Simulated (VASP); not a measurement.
# EuMo (Pm-3m) in VASP: a series of runs

Runs on EuMo. Level: r2SCAN. Tasks: single point.

All numbers are computed with VASP 6.6.1; they aren't measurements. Logs are shortened: lines on timing, memory, paths and dates and some standing lists are left out, and cuts for length are marked.

### Step 1. The structure

It takes space group Pm-3m (No. 221, cubic). Conventional cell: a = 3.531 Å, b = 3.531 Å, c = 3.531 Å, α = 90.00°, β = 90.00°, γ = 90.00°. Around Eu (site symmetry m-3m) lie 8 Mo at 3.06 Å. Around Mo (site symmetry m-3m) lie 8 Eu at 3.06 Å.

The cell was built by a generator and needn't be a form met in nature.

### Step 2. Single point, r2SCAN, collinear spin, antiferromagnetic start

INCAR

```
PREC = Accurate
ENCUT = 520
EDIFF = 1E-6
ISMEAR = -1
SIGMA = 0.05
LREAL = F
LASPH = T
NELM = 150
ALGO = Normal
ISIF = 2
LWAVE = F
LCHARG = F
ISPIN = 2
MAGMOM = 8.5 -2.5
LORBIT = 11
LMAXMIX = 6
METAGGA = R2SCAN
LMIXTAU = T
NBANDS = 26
```

KPOINTS

```
regular mesh
0
Gamma
  6 6 6
```

POSCAR

```
EuMo
1.0
    3.5314500000      0.0000000000      0.0000000000
    0.0000000000      3.5314500000      0.0000000000
    0.0000000000      0.0000000000      3.5314500000
Eu Mo
1 1
Direct
    0.5000000000      0.5000000000      0.5000000000
    0.0000000000      0.0000000000      0.0000000000
```

Potentials or basis: VASP PAW PBE potentials, release 64 (Eu, Mo_sv).

Launch:

```console
cat potpaw_PBE.64/Eu/POTCAR potpaw_PBE.64/Mo_sv/POTCAR > POTCAR
mpirun -np 1 vasp_std > vasp.out
```

OUTCAR:

```text
PREC = Accurate
   ENCUT = 520
   EDIFF = 1E-6
   ISMEAR = -1
   LREAL = F
   LASPH = T
   NELM = 150
   ISIF = 2
   ISPIN = 2
   LORBIT = 11
   METAGGA = R2SCAN

 ion  position               nearest neighbor table
   1  0.500  0.500  0.500-   2 3.06   2 3.06   2 3.06   2 3.06   2 3.06   2 3.06   2 3.06   2 3.06

   2  0.000  0.000  0.000-   1 3.06   1 3.06   1 3.06   1 3.06   1 3.06   1 3.06   1 3.06   1 3.06

  LATTYP: Found a simple cubic cell.
 ALAT       =     3.5314500000

  Lattice vectors:

 A1 = (   3.5314500000,   0.0000000000,   0.0000000000)
 A2 = (   0.0000000000,   3.5314500000,   0.0000000000)
 A3 = (   0.0000000000,   0.0000000000,   3.5314500000)

Analysis of symmetry for initial positions (statically):
=====================================================================
 Subroutine PRICEL returns:
 Original cell was already a primitive cell.

 Routine SETGRP: Setting up the symmetry group for a
 simple cubic supercell.

 Subroutine GETGRP returns: Found 48 space group operations
 (whereof 48 operations were pure point group operations)
 out of a pool of 48 trial point group operations.

The static configuration has the point symmetry O_h .

Analysis of symmetry for dynamics (positions and initial velocities):
=====================================================================
 Subroutine PRICEL returns:
 Original cell was already a primitive cell.

 Routine SETGRP: Setting up the symmetry group for a
 simple cubic supercell.

 Subroutine GETGRP returns: Found 48 space group operations
 (whereof 48 operations were pure point group operations)
 out of a pool of 48 trial point group operations.

The dynamic configuration has the point symmetry O_h .

Analysis of structural, dynamic, and magnetic symmetry:
=====================================================================
 Subroutine PRICEL returns:
 Original cell was already a primitive cell.

 Routine SETGRP: Setting up the symmetry group for a
 simple cubic supercell.

 Subroutine GETGRP returns: Found 48 space group operations
 (whereof 48 operations were pure point group operations)
 out of a pool of 48 trial point group operations.

The overall configuration has the point symmetry O_h .

 Subroutine INISYM returns: Found 48 space group operations
 (whereof 48 operations are pure point group operations),
 and found     1 'primitive' translations

----------------------------------------------------------------------------------------

                                     Primitive cell

  volume of cell :      44.0412

  direct lattice vectors                    reciprocal lattice vectors
     3.531450000  0.000000000  0.000000000     0.283169803  0.000000000  0.000000000
     0.000000000  3.531450000  0.000000000     0.000000000  0.283169803  0.000000000
     0.000000000  0.000000000  3.531450000     0.000000000  0.000000000  0.283169803

  length of vectors
     3.531450000  3.531450000  3.531450000     0.283169803  0.283169803  0.283169803

  position of ions in fractional coordinates (direct lattice)
     0.500000000  0.500000000  0.500000000
     0.000000000  0.000000000  0.000000000

  ion indices of the primitive-cell ions
   primitive index   ion index
                 1           1
                 2           2

----------------------------------------------------------------------------------------

 KPOINTS: regular mesh

Automatic generation of k-mesh.
 Grid dimensions read from file:
 generate k-points for:    6    6    6

 Generating k-lattice:

  Cartesian coordinates                     Fractional coordinates (reciprocal lattice)
     0.047194967  0.000000000  0.000000000     0.166666667  0.000000000  0.000000000
     0.000000000  0.047194967  0.000000000     0.000000000  0.166666667  0.000000000
     0.000000000  0.000000000  0.047194967     0.000000000  0.000000000  0.166666667

  Length of vectors
     0.047194967  0.047194967  0.047194967

  Shift w.r.t. Gamma in fractional coordinates (k-lattice)
     0.000000000  0.000000000  0.000000000

 Subroutine IBZKPT returns following result:
 ===========================================

 Found     20 irreducible k-points:

 Following reciprocal coordinates:
            Coordinates               Weight
  0.000000  0.000000  0.000000      1.000000
  0.166667  0.000000  0.000000      6.000000
  0.333333  0.000000  0.000000      6.000000
  0.500000  0.000000  0.000000      3.000000
  0.166667  0.166667  0.000000     12.000000
  0.333333  0.166667  0.000000     24.000000
[... 12 lines left out ...]
  0.500000  0.500000  0.333333      6.000000
  0.500000  0.500000  0.500000      1.000000
   k-points           NKPTS =     20   k-points in BZ     NKDIM =     20   number of bands    NBANDS=     26
   number of dos      NEDOS =    301   number of ions     NIONS =      2
   total plane-waves  NPLWV =  21952
   dimension x,y,z NGX =    28 NGY =   28 NGZ =   28
   dimension x,y,z NGXF=    56 NGYF=   56 NGZF=   56
[... 22 lines left out ...]
   TEBEG  =    0.0;   TEEND  =   0.0 temperature during run
   PSTRESS=    0.0 pullay stress
   NELECT =      31.0000    total number of electrons
   NUPDOWN=      -1.0000    fix difference up-down
   EMIN   =  10.00;   EMAX   =-10.00  energy-range for DOS
   EFERMI =   0.00;   METHOD = LEGACY
   ISMEAR =    -1;   SIGMA  =   0.05  broadening in eV -4-tet -1-fermi 0-gaus
   EFERMI_NEDOS =   21; number of points for ismear=-14 and -15
   IALGO  =     38    algorithm
   IMIX   =      4    mixing-type and parameters
     AMIX     =   0.40;   BMIX     =  1.00
     AMIX_MAG =   1.60;   BMIX_MAG =  1.00
  volume/ion in A,a.u.               =      22.02       148.60
  Fermi-wavevector in a.u.,A,eV,Ry     =   1.456271  2.751954 28.854236  2.120727
  Thomas-Fermi vector in A             =   2.573209
   LORBIT       =     11    0 simple, 1 ext, 2 COOP (PROOUT), +10 PAW based schemes
   METAGGA = R2SCAN    functional components
   LHFCALC =     F    Hartree Fock is set to
   AEXX    =    0.0000 exact exchange contribution
   IVDW    =     0    specifies the selected vdW correction
   LEPSILON=     F    determine dielectric tensor
   LRPA    =     F    only Hartree local field effects (RPA)
 spin polarized calculation
  energy-cutoff  :      520.00
  volume of cell :       44.04
 maximum number of plane-waves:      1213
 NGX is ok and might be reduce to    28
   NGX = 13   NGY = 13   NGZ = 13

 number of electron      31.0000005 magnetization       4.1025653

 Free energy of the ion-electron system (eV)
  ---------------------------------------------------
  ext. energy  EPLUGINS =         0.00000000
  ---------------------------------------------------
  free energy    TOTEN  =       -63.69440625 eV

  energy without entropy =      -63.67574082  energy(sigma->0) =      -63.68507354

 E-fermi :   6.2822     XC(G=0): -12.4553

 val. band max:        6.2665607400   @ k =   0.5000   0.5000   0.3333
 cond. band min:       6.3010936102   @ k =   0.5000   0.3333   0.0000
 fundamental gap:      0.0345328702
 Fermi energy:         6.2821918032

 spin component 1

 k-point     1 :       0.0000    0.0000    0.0000
  band No.  band energies     occupation
      1     -54.7944      1.00000
      2     -36.0725      1.00000
      3     -28.0444      1.00000
      4     -28.0444      1.00000
      5     -28.0444      1.00000
      6     -13.8984      1.00000
[... 18 lines left out ...]
     25      14.1850      0.00000
     26      14.1850      0.00000
[... 527 lines left out ...]
      3     -28.1204      1.00000
      4     -28.1204      1.00000
      5     -28.1204      1.00000
      6     -14.4294      1.00000
[... 18 lines left out ...]
     25      14.5224      0.00000
     26      14.5224      0.00000
 Fermi energy:         6.2821918032

 spin component 2

 k-point     1 :       0.0000    0.0000    0.0000
  band No.  band energies     occupation
      1     -56.5848      1.00000
      2     -32.6427      1.00000
      3     -30.0924      1.00000
      4     -30.0924      1.00000
      5     -30.0924      1.00000
      6     -11.4877      1.00000
[... 18 lines left out ...]
     25      14.9681      0.00000
     26      14.9682      0.00000
[... 528 lines left out ...]
      4     -30.1592      1.00000
      5     -30.1592      1.00000
      6     -12.1306      1.00000
[... 18 lines left out ...]
     25      16.1962      0.00000
     26      16.1962      0.00000

------------------------ aborting loop because EDIFF is reached ----------------------------------------

  FORCE on cell =-STRESS in cart. coord.  units (eV):
  Direction    XX          YY          ZZ          XY          YZ          ZX
  --------------------------------------------------------------------------------------
  -------------------------------------------------------------------------------------
  Total        1.6521665      1.6521665      1.6521665      0.0000000      0.0000000     -0.0000000
  in kB       60.1042556     60.1042556     60.1042556      0.0000000      0.0000000     -0.0000000
  external PRESSURE =      60.1042556 kB  Pullay stress =       0.0000000 kB

 VOLUME and BASIS-vectors are now :
 -----------------------------------------------------------------------------
  energy-cutoff  :      520.00
  volume of cell :       44.04
      direct lattice vectors                 reciprocal lattice vectors
     3.531450000  0.000000000  0.000000000     0.283169803  0.000000000  0.000000000
     0.000000000  3.531450000  0.000000000     0.000000000  0.283169803  0.000000000
     0.000000000  0.000000000  3.531450000     0.000000000  0.000000000  0.283169803

 POSITION                                       TOTAL-FORCE (eV/Angst)
 -----------------------------------------------------------------------------------
      1.76572      1.76572      1.76572         0.000000      0.000000      0.000000
      0.00000      0.00000      0.00000         0.000000      0.000000      0.000000
 -----------------------------------------------------------------------------------
    total drift:                                0.000000      0.000000      0.000000

  FREE ENERGIE OF THE ION-ELECTRON SYSTEM (eV)
  ---------------------------------------------------
  free  energy   TOTEN  =       -63.6944062547 eV

  energy  without entropy=      -63.6757408177  energy(sigma->0) =      -63.68507354

 total charge

# of ion       s       p       d       f       tot
--------------------------------------------------
    1        2.107   5.736   0.627   6.440  14.910
    2        2.355   6.049   3.976   0.000  12.379
--------------------------------------------------
tot          4.462  11.784   4.603   6.440  27.289

 magnetization (x)

# of ion       s       p       d       f       tot
--------------------------------------------------
    1        0.005  -0.207   0.102   6.361   6.261
    2       -0.056  -0.004  -2.215   0.000  -2.275
--------------------------------------------------
tot         -0.051  -0.211  -2.113   6.361   3.986
```

It took 4.5 min on 1 thread of Intel Xeon Platinum 8259CL at 2.50GHz (Skylake/Cascade Lake), shared host; peak memory 0.22 GiB.

Results:

```yaml
Free_energy: -63.6944 eV
Pressure: 6.0 GPa
Band_gap_on_the_k_mesh: none (metal or under the smearing width)
Net_moment: 4.10 μB per cell
Site_moments: Eu +6.26; Mo -2.27 μB
Valence_electrons_inside_the_program's_atomic_spheres: Eu 14.91; Mo 12.38
```

Levels at points of the mesh, in eV from the Fermi level:
Spin up:
| k point | band 15 | band 16 | band 17 | band 18 | band 19 | band 20 | band 21 | band 22 |
| --- | --- | --- | --- | --- | --- | --- | --- | --- |
| (0.00, 0.00, 0.00) | -0.64 | -0.50 | -0.50 | -0.50 | 1.73 | 1.73 | 1.73 | 4.27 |
| (0.50, 0.00, 0.00) | -0.76 | -0.40 | -0.40 | 0.39 | 0.74 | 1.98 | 1.98 | 2.83 |
| (0.50, 0.50, 0.00) | -0.51 | -0.51 | -0.33 | -0.10 | -0.10 | 2.98 | 3.09 | 3.09 |
| (0.50, 0.50, 0.50) | -0.36 | -0.30 | -0.30 | -0.30 | 0.63 | 0.63 | 0.63 | 3.07 |
Spin down:
```csv
k point,band 10,band 11,band 12,band 13,band 14,band 15,band 16,band 17,band 18,band 19
"(0.00, 0.00, 0.00)",-3.11,-3.11,-0.69,-0.69,-0.69,4.73,4.73,5.30,5.30,5.30
"(0.50, 0.00, 0.00)",-1.84,-1.17,-0.89,-0.89,-0.39,1.95,2.14,3.74,3.74,5.61
"(0.50, 0.50, 0.00)",-3.09,-1.94,-1.94,1.34,2.01,3.01,3.01,5.30,5.37,5.37
"(0.50, 0.50, 0.50)",-1.34,-1.34,-0.06,-0.06,-0.06,1.42,1.42,3.93,5.57,5.57
```

Caveat: the PAW data sets were made with another functional, which shifts forces and pressure a little; spin-orbit coupling is left out, which moves the levels of the heavy elements; without U or exact exchange the open f shell lies at the Fermi level, which spoils levels, moments and volumes.

### Step 3. Single point, r2SCAN

Changes to INCAR since step 2:

```diff
@@ -12,8 +12,4 @@
 LCHARG = F
-ISPIN = 2
-MAGMOM = 8.5 -2.5
-LORBIT = 11
-LMAXMIX = 6
 METAGGA = R2SCAN
 LMIXTAU = T
-NBANDS = 26
+NBANDS = 22
```

KPOINTS is that of step 2.

POSCAR is that of step 2.

Potentials or basis: VASP PAW PBE potentials, release 64 (Eu, Mo_sv).

Launch:

```console
cat potpaw_PBE.64/Eu/POTCAR potpaw_PBE.64/Mo_sv/POTCAR > POTCAR
mpirun -np 1 vasp_std > vasp.out
```

Run time: 3.6 min. Hardware: 1 thread of Intel Xeon Platinum 8259CL at 2.50GHz (Skylake/Cascade Lake), shared host; peak memory 0.19 GiB.

The run converged. Its results:

| Property | Result |
| --- | --- |
| Free energy | -56.3421 eV |
| Pressure | -8.1 GPa |
| Band gap on the k mesh | none (metal or under the smearing width) |

Levels at points of the mesh, in eV from the Fermi level:
```
           k point  band 13  band 14  band 15  band 16  band 17  band 18
(0.00, 0.00, 0.00)    -0.10    -0.10    -0.10     0.43     0.43     0.43
(0.50, 0.00, 0.00)    -0.50    -0.50    -0.27     0.70     0.70     1.28
(0.50, 0.50, 0.00)    -0.78    -0.17    -0.17     0.02     1.09     1.09
(0.50, 0.50, 0.50)    -0.19    -0.19    -0.18    -0.11    -0.11    -0.11
```

Caveat: the PAW data sets were made with another functional, which shifts forces and pressure a little; without U or exact exchange the open f shell lies at the Fermi level, which spoils levels, moments and volumes. Spin polarisation is off, so any magnetic state and its effect on volume and gap are missing.

### Step 4. Single point, r2SCAN, collinear spin, ferromagnetic start

Changes to INCAR since step 3:

```diff
@@ -12,4 +12,8 @@
 LCHARG = F
+ISPIN = 2
+MAGMOM = 7 1
+LORBIT = 11
+LMAXMIX = 6
 METAGGA = R2SCAN
 LMIXTAU = T
-NBANDS = 22
+NBANDS = 26
```

KPOINTS is that of step 3.

POSCAR is that of step 3.

Launch:

```console
cat potpaw_PBE.64/Eu/POTCAR potpaw_PBE.64/Mo_sv/POTCAR > POTCAR
mpirun -np 1 vasp_std > vasp.out
```

Wall time 5.1 min (1 thread of Intel Xeon Platinum 8259CL at 2.50GHz (Skylake/Cascade Lake), shared host); peak memory 0.22 GiB.

Results (log left out):

| Item | Value |
| --- | --- |
| Free energy | -63.5102 eV |
| Pressure | 5.1 GPa |
| Band gap on the k mesh | none (metal or under the smearing width) |
| Net moment | 8.94 μB per cell |
| Site moments | Eu +6.47; Mo +1.70 μB |
| Valence electrons inside the program's atomic spheres | Eu 14.93; Mo 12.33 |

Levels at points of the mesh, in eV from the Fermi level:
Spin up:
```csv
k point,band 18,band 19,band 20,band 21,band 22,band 23
"(0.00, 0.00, 0.00)",-0.52,-0.52,-0.52,-0.41,3.75,3.75
"(0.50, 0.00, 0.00)",-0.06,0.04,0.04,0.47,0.70,2.27
"(0.50, 0.50, 0.00)",-0.45,-0.39,1.37,1.81,2.59,2.59
"(0.50, 0.50, 0.50)",-0.54,-0.48,-0.48,-0.48,1.46,1.46
```
Spin down:
| k point | band 9 | band 10 | band 11 | band 12 | band 13 | band 14 |
| --- | --- | --- | --- | --- | --- | --- |
| (0.00, 0.00, 0.00) | -4.61 | -2.89 | -2.89 | 1.49 | 1.49 | 1.49 |
| (0.50, 0.00, 0.00) | -1.72 | -1.33 | -1.09 | 1.23 | 1.23 | 1.76 |
| (0.50, 0.50, 0.00) | -3.10 | -1.72 | -0.12 | -0.12 | 2.12 | 2.91 |
| (0.50, 0.50, 0.50) | 0.12 | 0.12 | 0.12 | 0.62 | 0.62 | 0.62 |

Caveat: the PAW data sets were made with another functional, which shifts forces and pressure a little; spin-orbit coupling is left out, which moves the levels of the heavy elements; without U or exact exchange the open f shell lies at the Fermi level, which spoils levels, moments and volumes. The state reached can hang on the start; a lower one may exist.

### Step 5. Single point, r2SCAN, collinear spin, antiferromagnetic start

Changes to INCAR since step 4:

```diff
@@ -13,3 +13,3 @@
 ISPIN = 2
-MAGMOM = 7 1
+MAGMOM = 7 -1
 LORBIT = 11
```

KPOINTS is that of step 4.

POSCAR is that of step 4.

Launch:

```console
cat potpaw_PBE.64/Eu/POTCAR potpaw_PBE.64/Mo_sv/POTCAR > POTCAR
mpirun -np 1 vasp_std > vasp.out
```

Run time: 6.9 min. Hardware: 1 thread of Intel Xeon Platinum 8259CL at 2.50GHz (Skylake/Cascade Lake), shared host; peak memory 0.23 GiB.

Results (log left out):

```yaml
Free_energy: -63.6944 eV
Pressure: 6.1 GPa
Band_gap_on_the_k_mesh: none (metal or under the smearing width)
Net_moment: 4.10 μB per cell
Site_moments: Eu +6.26; Mo -2.27 μB
Valence_electrons_inside_the_program's_atomic_spheres: Eu 14.91; Mo 12.38
```

Levels at points of the mesh, in eV from the Fermi level:
Spin up:
```
           k point  band 16  band 17  band 18  band 19  band 20  band 21
(0.00, 0.00, 0.00)    -0.50    -0.50    -0.50     1.73     1.73     1.73
(0.50, 0.00, 0.00)    -0.40    -0.40     0.39     0.74     1.98     1.98
(0.50, 0.50, 0.00)    -0.51    -0.34    -0.10    -0.10     2.98     3.09
(0.50, 0.50, 0.50)    -0.30    -0.30    -0.30     0.63     0.63     0.63
```
Spin down:
```tsv
k point	band 11	band 12	band 13	band 14	band 15	band 16	band 17	band 18
(0.00, 0.00, 0.00)	-3.11	-0.69	-0.69	-0.69	4.73	4.73	5.30	5.30
(0.50, 0.00, 0.00)	-1.17	-0.88	-0.88	-0.39	1.95	2.14	3.74	3.74
(0.50, 0.50, 0.00)	-1.94	-1.94	1.34	2.01	3.01	3.01	5.30	5.37
(0.50, 0.50, 0.50)	-1.34	-0.06	-0.06	-0.06	1.42	1.42	3.93	5.56
```

Caveat: the PAW data sets were made with another functional, which shifts forces and pressure a little; spin-orbit coupling is left out, which moves the levels of the heavy elements; without U or exact exchange the open f shell lies at the Fermi level, which spoils levels, moments and volumes. The state reached can hang on the start; a lower one may exist.

### Step 6. The reference run

An earlier run on the cell as given: functional PBE; potentials or basis VASP PAW PBE potentials, release 64 (Eu, Mo_sv); cutoff 520 eV; k mesh 8 × 8 × 8; occupations fermi-dirac, width 0.05 eV; collinear spin, ferromagnetic start; starting moments [7.0, 1.0] μB.

- Pressure: 0.1 GPa
- Band gap on the k mesh: none (metal or under the smearing width)
- Net moment: 5.40 μB per cell
- Site moments: Eu +6.29; Mo -1.06 μB
- Valence electrons inside the program's atomic spheres: Eu 14.85; Mo 12.37

### Step 7. Summary

| level | spin | k mesh | gap on the mesh (eV) | pressure (GPa) | moment (μB) |
| --- | --- | --- | --- | --- | --- |
| r2SCAN | collinear, antiferromagnetic start | 6 × 6 × 6 | none | 6.1 | 4.10 |
| r2SCAN | off | 6 × 6 × 6 | none | -8.1 | - |
| r2SCAN | collinear, ferromagnetic start | 6 × 6 × 6 | none | 5.1 | 8.94 |
| PBE | collinear, ferromagnetic start | 8 × 8 × 8 | none | 0.1 | 5.40 |

Alike in all rows: task single point; potentials or basis VASP PAW PBE potentials, release 64 (Eu, Mo_sv); cell as given; cutoff (eV) 520; smearing fermi-dirac 0.05 eV.

Every run on the cell as given and a fine mesh finds a metal. The pressure there spans -8.1 GPa (r2SCAN) to 6.1 GPa (r2SCAN); a positive pressure means that this level wants a larger cell, a negative one a smaller.

Caveats: without U or exact exchange the open f shell lies at the Fermi level, which spoils levels, moments and volumes; the PAW data sets were made with another functional, which shifts forces and pressure a little (some runs); spin-orbit coupling is left out, which moves the levels of the heavy elements (some runs).

Absolute energies hang on the potentials; compare differences alone.
